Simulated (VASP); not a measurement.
VASP input:

KPOINTS:
```
kpoints
0
G
  12 12 10
0 0 0
```

File POSCAR:
```
ZrB2
1
    1.5825213308    -2.7410078167    -0.0000000000
    1.5825213308     2.7410078167    -0.0000000000
    0.0000000000    -0.0000000000     3.5252866673
Zr B
1 2
Direct
  0.0000000000   0.0000000000   0.0000000000
  0.3333330000   0.6666670000   0.5000000000
  0.6666670000   0.3333330000   0.5000000000
```

INCAR:
```
PREC = Accurate
LASPH = .TRUE.
ISMEAR = -5
LMAXMIX = 4
LWAVE = .FALSE.
NELM = 100   ! most electronic steps
SYSTEM = ZrB2
EDIFF = 1E-7   ! SCF stop (eV)
LREAL = .FALSE.   ! projection in real space or not
ALGO = Normal   ! blocked Davidson
AGGAC = 0.0
LORBIT = 11   ! lm-projected
LUSE_VDW = .TRUE.
LEFG = .TRUE.
NEDOS = 601
GGA = CX
ENCUT = 520   ! plane-wave cut-off (eV)
ISIF = 2
LCHARG = .TRUE.
```

POTCAR, in this order: Zr_sv B (PBE.64 set). Program: vasp_std.

Question: Translate this vdW-DF-cx calculation to Quantum ESPRESSO's pw.x.

Answer: One equivalent input (not run):
```
&CONTROL
  calculation = 'scf'
  pseudo_dir = './pseudo'
  outdir = './out'
  tprnfor = .true.
  tstress = .true.
/
&SYSTEM
  ibrav = 0
  nat = 3
  ntyp = 2
  ecutwfc = 76
  occupations = 'tetrahedra'
  input_dft = 'vdw-df-cx'
/
&ELECTRONS
  conv_thr = 7.3e-09
  electron_maxstep = 100
/
ATOMIC_SPECIES
  Zr 91.224 Zr.upf
  B 10.810 B.upf
CELL_PARAMETERS angstrom
     1.5825213   -2.7410078   -0.0000000
     1.5825213    2.7410078   -0.0000000
     0.0000000   -0.0000000    3.5252867
ATOMIC_POSITIONS crystal
  Zr   0.0000000  0.0000000  0.0000000
  B    0.3333330  0.6666670  0.5000000
  B    0.6666670  0.3333330  0.5000000
K_POINTS automatic
  12 12 10 0 0 0
```
The two are equivalent in intent, not identical: the potentials are each code's own (VASP's PAW set, PseudoDojo norm-conserving files in pw.x), so ENCUT and ecutwfc are chosen apart and not converted; conv_thr bounds pw.x's estimated SCF error, while EDIFF bounds the energy change between steps; the field gradients of LEFG aren't asked of the other code.

The compound is ZrB2 in the AlB2 type structure. It was relaxed first.
